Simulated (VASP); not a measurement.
# Li2CoCl4: structure and properties in VASP, part 3 of 5

What structure and properties does r2SCAN give Li2CoCl4, and how near are they to the measured ones? The start is a computed cell from the Materials Project.

VASP 6.6.1, plane waves and PAW; the level of theory is named at each step.

Still holding for the runs below: The cell holds one magnetic atom, so no antiferromagnetic order fits into it. Experiment finds antiferromagnetic order in this phase (below 6.8 K, arxiv:2307.06899), so this ferromagnetic run describes another state.

So far, gap on the k-mesh (eV): step 2 (relaxing cell and atoms (r2SCAN)) 0.883; step 3 (second relaxation) 0.884. The relaxed cell has a, b, c = 7.156, 10.381, 3.516 Å (conventional setting).

## 5. Band structure (r2SCAN)

This step: r2SCAN, spin-polarised from a ferromagnetic start; plane waves and PAW (Li_sv, Co, Cl) (VASP 6.6.1).

The mesh alone shows little of the dispersion and can miss band extrema, so KPOINTS_OPT adds a path through the symmetry points after the self-consistent cycle.

INCAR

```
SYSTEM = Li2CoCl4
PREC = Accurate
ENCUT = 650
EDIFF = 1E-06
NELM = 100
ISMEAR = 0
SIGMA = 0.05
LREAL = .FALSE.
ALGO = Normal
METAGGA = R2SCAN
LASPH = .TRUE.
NBANDS = 45
ISPIN = 2
MAGMOM = -0 -0 2.613 0.116 0.034 0.116 0.034
LMAXMIX = 4
LORBIT = 11
LWAVE = .FALSE.
LCHARG = .FALSE.
KPAR = 4
```

POSCAR

```
Li2CoCl4
1.0
    3.5778772720     -5.1907091362      0.0000000000
    3.5778772720      5.1907091362      0.0000000000
    0.0000000000      0.0000000000      3.5161483681
Li Co Cl
2 1 4
Direct
    0.5000000000      0.0000000000      0.5000000000
    0.0000000000      0.5000000000      0.5000000000
    0.0000000000      0.0000000000      0.0000000000
    0.7669242620      0.7669242620      0.5000000000
    0.7610210535      0.2389789465      0.0000000000
    0.2330757380      0.2330757380      0.5000000000
    0.2389789465      0.7610210535      0.0000000000
```

KPOINTS

```
Automatic mesh
0
Gamma
4 4 6
0 0 0
```

KPOINTS_OPT

```
Line mode
12
Line-mode
Reciprocal
  0.00000000   0.00000000   0.00000000 GAMMA
  0.36877841   0.36877841   0.00000000 X

  0.36877841   0.36877841   0.00000000 X
  0.00000000   0.50000000   0.00000000 S

  0.00000000   0.50000000   0.00000000 S
  0.00000000   0.50000000   0.50000000 R

  0.00000000   0.50000000   0.50000000 R
  0.36877841   0.36877841   0.50000000 A

  0.36877841   0.36877841   0.50000000 A
  0.00000000   0.00000000   0.50000000 Z

  0.00000000   0.00000000   0.50000000 Z
  0.00000000   0.00000000   0.00000000 GAMMA

  0.00000000   0.00000000   0.00000000 GAMMA
 -0.50000000   0.50000000   0.00000000 Y

 -0.50000000   0.50000000   0.00000000 Y
 -0.36877841   0.63122159   0.00000000 X1

 -0.36877841   0.63122159   0.00000000 X1
 -0.36877841   0.63122159   0.50000000 A1

 -0.36877841   0.63122159   0.50000000 A1
 -0.50000000   0.50000000   0.50000000 T

 -0.50000000   0.50000000   0.50000000 T
 -0.50000000   0.50000000   0.00000000 Y

  0.00000000   0.00000000   0.50000000 Z
 -0.50000000   0.50000000   0.50000000 T
```

PAW data sets: Li_sv, Co and Cl (PBE family, release 64).

The run is started by

```console
> mpirun -np 4 vasp_std
```

Log:

```text
[... set-up lines as in an earlier step ...]
 entering main loop
       N       E                     dE             d eps       ncg     rms          rms(c)
DAV:   1     0.359427046215E+03    0.35943E+03   -0.19524E+04  5040   0.110E+03
DAV:   2    -0.118830985554E+02   -0.37131E+03   -0.33483E+03  5460   0.274E+02
DAV:   3    -0.588520082668E+02   -0.46969E+02   -0.45874E+02  6362   0.100E+02
DAV:   4    -0.637286300890E+02   -0.48766E+01   -0.48094E+01  9440   0.210E+01
DAV:   5    -0.638555740855E+02   -0.12694E+00   -0.12684E+00  6571   0.367E+00    0.145E+01
DAV:   6    -0.545197743982E+02    0.93358E+01   -0.25639E+01  6841   0.436E+01    0.244E+01
DAV:   7    -0.529873773261E+02    0.15324E+01   -0.53453E+00  6521   0.373E+01    0.894E+00
DAV:   8    -0.532149302202E+02   -0.22755E+00   -0.12153E+00  6512   0.569E+00    0.502E+00
DAV:   9    -0.533172361650E+02   -0.10231E+00   -0.34648E-01  6904   0.613E+00    0.231E+00
DAV:  10    -0.533612019137E+02   -0.43966E-01   -0.96973E-02  6801   0.290E+00    0.118E+00
DAV:  11    -0.533687961112E+02   -0.75942E-02   -0.12294E-02  7298   0.116E+00    0.461E-01
DAV:  12    -0.533711087185E+02   -0.23126E-02   -0.43401E-03  7598   0.612E-01    0.199E-01
DAV:  13    -0.533713516163E+02   -0.24290E-03   -0.94497E-04  7286   0.166E-01    0.127E-01
DAV:  14    -0.533712609488E+02    0.90668E-04   -0.35152E-04  6614   0.219E-01    0.631E-02
DAV:  15    -0.533712762124E+02   -0.15264E-04   -0.93866E-05  6124   0.643E-02    0.220E-02
DAV:  16    -0.533712698617E+02    0.63507E-05   -0.13787E-05  6782   0.196E-02    0.125E-02
DAV:  17    -0.533712632844E+02    0.65773E-05   -0.28660E-06  5708   0.161E-02    0.657E-03
DAV:  18    -0.533712643134E+02   -0.10290E-05   -0.78549E-07  5132   0.719E-03    0.247E-03
DAV:  19    -0.533712629769E+02    0.13365E-05   -0.26899E-07  3319   0.508E-03    0.124E-03
DAV:  20    -0.533712628164E+02    0.16052E-06   -0.85645E-08  3236   0.211E-03
   1 F= -.53371263E+02 E0= -.53371263E+02  d E =-.145755E-21  mag=     3.0000
 Start KPOINTS_OPT (optional k-point list driver)
k-point batch [1-28\144]
       N       E                     dE             ncg
DAV:   1     0.333611662175E+04   -0.11777E+05     5040
DAV:   2    -0.694325070796E+04   -0.10279E+05     5355
DAV:   3    -0.827462514777E+04   -0.13314E+04     6475
DAV:   4    -0.840183139701E+04   -0.12721E+03     8816
DAV:   5    -0.840685918487E+04   -0.50278E+01     7000
DAV:   6    -0.840697430628E+04   -0.11512E+00     7254
DAV:   7    -0.840697577496E+04   -0.14687E-02     7192
DAV:   8    -0.840697581281E+04   -0.37854E-04     7172
DAV:   9    -0.840697581333E+04   -0.52148E-06     5131
[...]
k-point batch [141-144\144]
       N       E                     dE             ncg
DAV:   1     0.333095308146E+05   -0.60988E+04      720
DAV:   2     0.318817756666E+05   -0.14278E+04      778
DAV:   3     0.317021144996E+05   -0.17966E+03      978
DAV:   4     0.316834712713E+05   -0.18643E+02     1280
DAV:   5     0.316827972073E+05   -0.67406E+00     1024
DAV:   6     0.316827795188E+05   -0.17688E-01     1096
DAV:   7     0.316827793598E+05   -0.15898E-03     1096
DAV:   8     0.316827793567E+05   -0.31442E-05     1000
DAV:   9     0.316827793566E+05   -0.50532E-07      792
```

Elapsed: 16 min, on 4 MPI ranks of Intel Xeon 6975P-C (Granite Rapids), shared host; peak memory 2.9 GiB.

From OUTCAR (step 5):

```text
   k-points           NKPTS =     28   k-points in BZ     NKDIM =     28   number of bands    NBANDS=     45

   NELECT =      43.0000    total number of electrons

 E-fermi :   2.3552

 spin component 1
 k-point     1 :       0.0000    0.0000    0.0000
  band No.  band energies     occupation
    ...
     19       0.4580      1.00000
     20       0.6091      1.00000
     21       0.7807      1.00000
     22       1.3151      1.00000
     23       1.5449      1.00000
     24       6.9660      0.00000
     25       8.3450      0.00000
     26       8.4585      0.00000
     27       8.8204      0.00000
     28       9.9699      0.00000
    ...

 k-point     2 :       0.2500    0.0000    0.0000
  band No.  band energies     occupation
    ...
     19       0.3820      1.00000
     20       0.5929      1.00000
     21       0.7322      1.00000
     22       1.3044      1.00000
     23       1.4360      1.00000
     24       7.4926      0.00000
     25       8.5440      0.00000
     26       9.0217      0.00000
     27       9.0684      0.00000
     28      10.3848      0.00000
    ...

  Total        0.0176266      0.0576076     -0.0112095      0.0000000      0.0000000      0.0000000
  in kB        0.2162373      0.7067096     -0.1375142      0.0000000      0.0000000      0.0000000
  external PRESSURE =       0.2618109 kB  Pullay stress =       0.0000000 kB

 POSITION                                       TOTAL-FORCE (eV/Angst)
 -----------------------------------------------------------------------------------
      1.78894     -2.59535      1.75807        -0.000000      0.000000     -0.000000
      1.78894      2.59535      1.75807         0.000000      0.000000     -0.000000
      0.00000      0.00000      0.00000         0.000000      0.000000     -0.000000
      5.48792      0.00000      1.75807         0.005906      0.000000     -0.000000
      3.57788     -2.70977      0.00000         0.000000     -0.005507     -0.000000
      1.66783      0.00000      1.75807        -0.005906      0.000000     -0.000000
      3.57788      2.70977      0.00000         0.000000      0.005507      0.000000
 -----------------------------------------------------------------------------------
    total drift:                               -0.000000     -0.000000      0.000000

  FREE ENERGIE OF THE ION-ELECTRON SYSTEM (eV)
  ---------------------------------------------------
  free  energy   TOTEN  =       -53.3712628164 eV

  energy  without entropy=      -53.3712628164  energy(sigma->0) =      -53.37126282

[... 9 parts as in an earlier step ...]

[... 13 further parts left out ...]
```

Numbers from this step:

```
SCF cycles                        : 20
bands                             : 45
Fermi energy                      : 2.355 eV
pressure                          : 0.02618 GPa
least gap on mesh and path        : 0.8836 eV
least direct gap on mesh and path : 0.8836 eV
conduction bottom at k            : -0.5, 0.5, 0
least direct gap at k             : -0.5, 0.5, 0
```

Spin up. Electronic bands along the path, in eV, zero at the valence-band top; v1 is the highest filled band, c1 the lowest empty one:

```tsv
point	v4	v3	v2	v1	c1	c2	c3	c4
Γ	-1.42	-1.25	-0.72	-0.49	4.93	6.31	6.43	6.79
0.45 of the way	-1.38	-1.30	-0.74	-0.61	5.56	6.68	6.88	7.09
X	-1.40	-1.35	-1.02	-0.73	6.38	7.51	7.61	8.09
0.45 of the way	-1.39	-1.38	-0.82	-0.74	6.27	7.01	7.35	7.79
S	-1.49	-1.37	-0.73	-0.66	6.13	6.63	7.18	7.66
0.45 of the way	-1.59	-1.58	-1.25	-0.65	6.66	7.84	8.13	8.48
R	-1.72	-1.45	-1.12	-0.71	6.16	7.47	7.60	7.67
0.55 of the way	-1.65	-1.45	-1.07	-0.64	5.87	7.27	7.29	7.67
A	-1.53	-1.45	-0.97	-0.55	5.54	6.80	6.89	7.56
0.55 of the way	-1.78	-1.43	-1.04	-0.85	6.44	8.18	8.45	8.55
Z	-1.77	-1.42	-1.03	-0.80	6.46	7.66	8.67	9.04
0.55 of the way	-1.64	-1.42	-1.08	-0.66	6.15	7.16	7.44	7.86
Γ	-1.42	-1.25	-0.72	-0.49	4.93	6.31	6.43	6.79
0.45 of the way	-1.38	-1.31	-0.78	-0.72	5.51	6.88	6.95	7.10
Y	-1.42	-1.32	-1.25	-0.73	6.30	7.75	7.97	8.21
0.55 of the way	-1.42	-1.33	-1.16	-0.73	6.34	7.71	7.79	8.26
X1	-1.40	-1.35	-1.02	-0.73	6.38	7.51	7.61	8.09
0.45 of the way	-1.68	-1.43	-1.32	-0.64	6.51	7.73	7.76	8.52
A1	-1.53	-1.45	-0.97	-0.55	5.54	6.80	6.89	7.56
0.45 of the way	-1.44	-1.41	-0.85	-0.51	5.33	6.42	6.64	7.41
T	-1.44	-1.34	-0.78	-0.49	5.23	6.25	6.53	7.36
0.45 of the way	-1.67	-1.37	-1.05	-0.69	6.16	7.08	7.26	8.01
Y	-1.42	-1.32	-1.25	-0.73	6.30	7.75	7.97	8.21
jump to Z	-1.77	-1.42	-1.03	-0.80	6.46	7.66	8.67	9.04
0.45 of the way	-1.49	-1.44	-0.81	-0.79	5.89	6.93	7.50	7.89
T	-1.44	-1.34	-0.78	-0.49	5.23	6.25	6.53	7.36
```

Of the projections kept (Li, Co, Cl), the largest for each band there; the rest of the weight can lie on other orbitals:

```tsv
point	v4	v3	v2	v1	c1	c2	c3	c4
Γ	Co 0.71	Cl 0.55	Cl 0.62	Cl 0.55	Co 0.58	Cl 0.49	Cl 0.63	Li 0.42
X	Co 0.59	Co 0.79	Co 0.55	Cl 0.62	Co 0.64	Cl 0.52	Cl 0.69	Cl 0.74
S	Co 0.87	Co 0.55	Cl 0.62	Cl 0.54	Co 0.60	Cl 0.56	Cl 0.50	Cl 0.45
R	Co 0.85	Co 0.79	Cl 0.55	Cl 0.52	Co 0.73	Co 0.55	Li 0.58	Cl 0.52
A	Co 0.64	Co 0.72	Cl 0.58	Cl 0.55	Co 0.78	Cl 0.67	Cl 0.65	Li 0.80
Z	Cl 1.00	Co 0.83	Co 0.55	Cl 0.61	Co 0.68	Cl 0.73	Cl 0.51	Li 0.60
```

Spin down. Electronic bands along the path, in eV, zero at the valence-band top; v1 is the highest filled band, c1 the lowest empty one:

```tsv
point	v4	v3	v2	v1	c1	c2	c3	c4
Γ	-1.54	-1.47	-0.19	-0.12	0.89	1.97	3.59	5.36
0.45 of the way	-1.67	-1.55	-0.20	-0.10	0.93	1.94	3.53	6.06
X	-2.05	-1.57	-0.22	-0.03	0.92	1.95	3.34	7.04
0.45 of the way	-1.84	-1.57	-0.21	-0.06	0.94	1.94	3.42	6.95
S	-1.62	-1.57	-0.21	-0.09	0.95	1.94	3.49	6.76
0.45 of the way	-2.10	-1.78	-0.22	-0.21	1.25	1.68	3.51	7.33
R	-2.45	-2.40	-0.37	-0.14	1.36	1.91	3.48	6.80
0.55 of the way	-2.44	-2.22	-0.36	-0.16	1.36	1.93	3.52	6.46
A	-2.32	-2.09	-0.35	-0.18	1.36	1.98	3.57	6.09
0.55 of the way	-2.44	-2.17	-0.38	-0.11	1.36	1.94	3.39	7.11
Z	-2.65	-1.73	-0.38	-0.09	1.36	2.06	3.29	7.06
0.55 of the way	-1.78	-1.64	-0.24	-0.17	1.20	1.78	3.48	6.64
Γ	-1.54	-1.47	-0.19	-0.12	0.89	1.97	3.59	5.36
0.45 of the way	-1.69	-1.57	-0.20	-0.06	0.89	1.96	3.45	5.97
Y	-2.04	-1.57	-0.22	0.00	0.88	1.96	3.27	6.90
0.55 of the way	-2.05	-1.57	-0.22	-0.01	0.90	1.96	3.29	6.95
X1	-2.05	-1.57	-0.22	-0.03	0.92	1.95	3.34	7.04
0.45 of the way	-2.20	-1.77	-0.28	-0.14	1.23	1.73	3.49	7.12
A1	-2.32	-2.09	-0.35	-0.18	1.36	1.98	3.57	6.09
0.45 of the way	-2.11	-2.04	-0.33	-0.20	1.36	2.03	3.59	5.86
T	-2.02	-2.01	-0.31	-0.21	1.36	2.07	3.60	5.76
0.45 of the way	-1.96	-1.96	-0.28	-0.17	1.27	1.83	3.50	6.72
Y	-2.04	-1.57	-0.22	0.00	0.88	1.96	3.27	6.90
jump to Z	-2.65	-1.73	-0.38	-0.09	1.36	2.06	3.29	7.06
0.45 of the way	-2.52	-1.83	-0.35	-0.13	1.36	2.06	3.42	6.45
T	-2.02	-2.01	-0.31	-0.21	1.36	2.07	3.60	5.76
```

Of the projections kept (Li, Co, Cl), the largest for each band there; the rest of the weight can lie on other orbitals:

```tsv
point	v4	v3	v2	v1	c1	c2	c3	c4
Γ	Cl 0.99	Cl 0.99	Co 0.88	Co 0.93	Co 0.97	Co 0.77	Co 0.87	Co 0.50
X	Cl 0.99	Cl 0.99	Co 0.91	Co 0.91	Co 0.97	Co 0.78	Co 0.92	Co 0.63
S	Cl 0.98	Cl 0.99	Co 0.90	Co 0.92	Co 0.96	Co 0.78	Co 0.89	Co 0.51
R	Cl 0.96	Cl 0.92	Co 0.95	Co 0.91	Co 0.99	Co 0.85	Co 0.90	Co 0.73
A	Cl 0.88	Cl 0.95	Co 0.91	Co 0.91	Co 0.99	Co 0.83	Co 0.89	Co 0.78
Z	Cl 0.73	Cl 1.00	Co 0.97	Co 0.90	Co 0.99	Co 0.81	Co 0.93	Co 0.67
```

The path finds the gap of the mesh within 0.02 eV, so the mesh comes close to both band edges.

## 6. Total and projected DOS (r2SCAN)

Here the states are counted by energy and projected on the atoms. The mesh is finer than in the run before.

Changes to INCAR since step 5:

```diff
@@ -5,3 +5,3 @@
 NELM = 100
-ISMEAR = 0
+ISMEAR = -5
 SIGMA = 0.05
@@ -19 +19,2 @@
 KPAR = 4
+NEDOS = 2001
```

POSCAR is that of step 5.

KPOINTS

```
Automatic mesh
0
Gamma
6 6 9
0 0 0
```

The run is started by

```console
> mpirun -np 4 vasp_std
```

Log:

```text
[... set-up lines as in an earlier step ...]
 entering main loop
       N       E                     dE             d eps       ncg     rms          rms(c)
DAV:   1     0.361307896528E+03    0.36131E+03   -0.19476E+04 11700   0.110E+03
DAV:   2    -0.115195410717E+02   -0.37283E+03   -0.33707E+03 12667   0.274E+02
DAV:   3    -0.586871265657E+02   -0.47168E+02   -0.46059E+02 14826   0.100E+02
DAV:   4    -0.637168826489E+02   -0.50298E+01   -0.49594E+01 21800   0.212E+01
DAV:   5    -0.638478199056E+02   -0.13094E+00   -0.13074E+00 15186   0.383E+00    0.145E+01
DAV:   6    -0.545209752639E+02    0.93268E+01   -0.25785E+01 15942   0.440E+01    0.243E+01
DAV:   7    -0.529793445674E+02    0.15416E+01   -0.53850E+00 15054   0.381E+01    0.899E+00
DAV:   8    -0.532371533487E+02   -0.25781E+00   -0.17689E+00 15012   0.583E+00    0.517E+00
DAV:   9    -0.532836747111E+02   -0.46521E-01   -0.26554E-01 16121   0.650E+00    0.244E+00
DAV:  10    -0.533579734857E+02   -0.74299E-01   -0.10803E-01 15829   0.342E+00    0.119E+00
DAV:  11    -0.533689289223E+02   -0.10955E-01   -0.13596E-02 16907   0.120E+00    0.474E-01
DAV:  12    -0.533713120807E+02   -0.23832E-02   -0.41795E-03 17747   0.621E-01    0.197E-01
DAV:  13    -0.533716091702E+02   -0.29709E-03   -0.10039E-03 17606   0.175E-01    0.121E-01
DAV:  14    -0.533715535313E+02    0.55639E-04   -0.28963E-04 15217   0.200E-01    0.601E-02
DAV:  15    -0.533715619139E+02   -0.83826E-05   -0.81073E-05 14244   0.588E-02    0.203E-02
DAV:  16    -0.533715522396E+02    0.96744E-05   -0.13094E-05 16246   0.216E-02    0.119E-02
DAV:  17    -0.533715484760E+02    0.37636E-05   -0.29865E-06 13372   0.155E-02    0.590E-03
DAV:  18    -0.533715494386E+02   -0.96261E-06   -0.68506E-07 11856   0.654E-03
   1 F= -.53371549E+02 E0= -.53371549E+02  d E =0.000000E+00  mag=     3.0001
```

It took 10 min on 4 MPI ranks; peak memory 3.5 GiB.

From OUTCAR (step 6):

```text
   k-points           NKPTS =     65   k-points in BZ     NKDIM =     65   number of bands    NBANDS=     45

   NELECT =      43.0000    total number of electrons

 E-fermi :   2.0532

 spin component 1
 k-point     1 :       0.0000    0.0000    0.0000
  band No.  band energies     occupation
    ...
     19       0.4579      1.00000
     20       0.6089      1.00000
     21       0.7807      1.00000
     22       1.3151      1.00000
     23       1.5448      1.00000
     24       6.9658      0.00000
     25       8.3449      0.00000
     26       8.4583      0.00000
     27       8.8203      0.00000
     28       9.9698      0.00000
    ...

 k-point     2 :       0.1667   -0.0000    0.0000
  band No.  band energies     occupation
    ...
     19       0.3876      1.00000
     20       0.6123      1.00000
     21       0.7585      1.00000
     22       1.3089      1.00000
     23       1.4846      1.00000
     24       7.2218      0.00000
     25       8.4578      0.00000
     26       8.7102      0.00000
     27       8.9550      0.00000
     28      10.1598      0.00000
    ...

  Total        0.0244635      0.0648903     -0.0099876      0.0000000      0.0000000      0.0000000
  in kB        0.3001099      0.7960518     -0.1225239      0.0000000      0.0000000      0.0000000
  external PRESSURE =       0.3245460 kB  Pullay stress =       0.0000000 kB

 POSITION                                       TOTAL-FORCE (eV/Angst)
 -----------------------------------------------------------------------------------
      1.78894     -2.59535      1.75807        -0.000000      0.000000     -0.000000
      1.78894      2.59535      1.75807        -0.000000      0.000000     -0.000000
      0.00000      0.00000      0.00000        -0.000000      0.000000     -0.000000
      5.48792      0.00000      1.75807         0.006271      0.000000     -0.000000
      3.57788     -2.70977      0.00000        -0.000000     -0.005760     -0.000000
      1.66783      0.00000      1.75807        -0.006271      0.000000     -0.000000
      3.57788      2.70977      0.00000        -0.000000      0.005760      0.000000
 -----------------------------------------------------------------------------------
    total drift:                               -0.000000     -0.000000      0.000000

  FREE ENERGIE OF THE ION-ELECTRON SYSTEM (eV)
  ---------------------------------------------------
  free  energy   TOTEN  =       -53.3715494386 eV

  energy  without entropy=      -53.3715494386  energy(sigma->0) =      -53.37154944

 magnetization (x)
# of ion       s       p       d       tot
------------------------------------------
    1       -0.000  -0.000   0.000  -0.000
    2       -0.000  -0.000   0.000  -0.000
    3        0.020   0.014   2.579   2.612
    4        0.008   0.108   0.000   0.116
    5        0.003   0.031   0.000   0.034
    6        0.008   0.108   0.000   0.116
    7        0.003   0.031   0.000   0.034
--------------------------------------------------
tot          0.042   0.291   2.579   2.911

[... 6 parts as in an earlier step ...]

[... 15 further parts left out ...]
```

Numbers from this step:

* SCF cycles: 18
* irreducible k-points: 65
* free energy (TOTEN): -53.3715 eV
* Fermi energy: 2.053 eV
* pressure: 0.03245 GPa
* moment of the cell, from the last line of the log: 3.000 μB
* conduction bottom at k: 0.5, 0.5, 0
* least direct gap at k: 0.5, 0.5, 0
* gap on the k-mesh: 0.8831 eV
* least direct gap on the k-mesh: 0.8831 eV

The density of states has structure finer than the step of the table below, so its rows give means over 0.5 eV, whole bins alone (the curve runs from -12.0 to 8.78 eV). Peaks (eV: height): total down -4.21: 5.59, -2.54: 9.18, -0.16: 8.60, 3.47: 7.90; total up -4.91: 7.01, -4.14: 5.40, -1.49: 8.04, -0.65: 5.61; Cl p up -2.81: 2.92, -2.25: 2.83, -1.42: 2.14, -0.65: 2.51; Cl p down -4.21: 2.83, -2.95: 2.74, -2.54: 5.59, -2.12: 2.99; Co d up -4.91: 3.64, -3.58: 2.43, -1.63: 2.92, -1.49: 5.23.

States under -12.0 eV and over 8.8 eV are left out. Table of density of states by energy, zero at the valence-band top; means over each step; 7 of 13 lines; values in states/eV/cell:

```tsv
energy (eV)	total down	total up	Cl p up	Cl p down	Co d up	Co d down	Co p up
-6.0	0	0	0	0	0	0	0
-5.5	0.00153	0.636	0.247	7.0e-4	0.112	1.5e-5	0.00116
-5.0	0.831	3.17	1.03	0.390	1.18	0.0109	0.0264
-4.5	3.12	3.77	1.58	1.53	0.698	0.0781	0.0533
-4.0	3.15	3.87	1.43	1.61	1.23	0.108	0.0358
-3.5	2.20	2.91	1.06	1.19	1.01	0.157	0.0306
-3.0	3.80	3.83	2.04	2.18	0.459	0.237	0.0795
-2.5	5.80	4.27	2.41	3.55	0.513	0.312	0.0549
-2.0	3.99	3.15	1.86	2.62	0.391	0.114	0.0139
-1.5	1.06	4.54	1.25	0.744	2.65	0.00806	0.00377
-1.0	0	2.18	0.984	0	0.777	0	0.00247
-0.5	1.30	1.62	0.726	0.0765	0.610	1.12	5.0e-4
0.0	2.70	0	0	0.204	0	2.30	0
0.5	0	0	0	0	0	0	0
1.0	1.03	0	0	0.0406	0	0.884	0
1.5	1.28	0	0	0.0600	0	1.13	0
2.0	1.69	0	0	0.260	0	1.27	0
2.5	0	0	0	0	0	0	0
3.0	8.0e-4	0	0	3.9e-5	0	6.6e-4	0
3.5	2.00	0	0	0.173	0	1.64	0
4.0	0	0	0	0	0	0	0
4.5	0	0	0	0	0	0	0
5.0	0	0.0148	9.6e-4	0	3.0e-5	0	1.9e-5
5.5	0.0228	0.218	0.0207	0.00127	5.7e-4	1.9e-4	0.00114
6.0	0.199	0.728	0.0967	0.0157	0.00274	0.00156	0.00409
6.5	0.658	1.23	0.170	0.0599	0.00355	0.00510	0.0157
7.0	2.10	1.19	0.0487	0.195	0.00244	0.0141	0.0492
7.5	2.07	2.25	0.110	0.108	0.00720	0.00947	0.0773
8.0	2.27	2.04	0.101	0.122	0.0160	0.0145	0.0591
8.5	1.49	1.92	0.110	0.0765	0.0410	0.0401	0.0609
```

The gap on this mesh is 0.88 eV. In the top eV of the valence band the largest shares in the PAW spheres are Co d 65 % and Cl p 23 %. The rest lies in smaller channels or between the spheres.

(Continued in part 4 of 5.)

[Lines on the potential files, build, host, timing and source positions are cut from VASP's logs without a mark.]

[Logs are printed without paths, hosts, clocks, repeated set-up lines and the standing remarks that a program may print on its own settings, such as how far it seeks lower states.]

[Hosts, paths, dates, database ids (printed as entryN), source tags and the programs' standing remarks are cut or masked in the printed files.]

[A measured line is paired with the nearest computed mode of its activity, which favours agreement.]
